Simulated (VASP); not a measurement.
Here is the system:

```
CELL_PARAMETERS angstrom
      3.20196    -3.20810     0.00000
      3.20196     3.20810     0.00000
      0.00000     0.00000     4.52439
ATOMIC_POSITIONS crystal
  K  0.00000 0.00000 0.50000
  Hg 0.50000 0.50000 0.00000
  F  0.00000 0.50000 0.00000
  F  0.50000 0.00000 0.00000
  F  0.50000 0.50000 0.50000
```

Method: r2SCAN meta-GGA, VASP's PBE PAW potentials (set 64) (plane waves; VASP). Numerical set-up: 520 eV cut-off, 6×6×6 Γ-centred mesh, tetrahedra with Blöchl corrections, potentials K_sv Hg F.

Unless said otherwise, spin-orbit coupling is left out, though it shifts the bands of the heavy elements here.

### Question
Predict the energy per atom (σ→0), band gap (over mesh and band path) with the smallest direct gap where there is one.

### Answer

```
Quantity                                                Result
---------------------------------------------  ---------------
band gap (over mesh and band path)                     1.02 eV
smallest direct gap (over mesh and band path)          3.73 eV
energy per atom (σ→0)                          -15.035 eV/atom
```

The structure comes from a computed database's KHgF3 entry (Cmmm); how it stands against other phases isn't given here. The cell was not relaxed at this level.
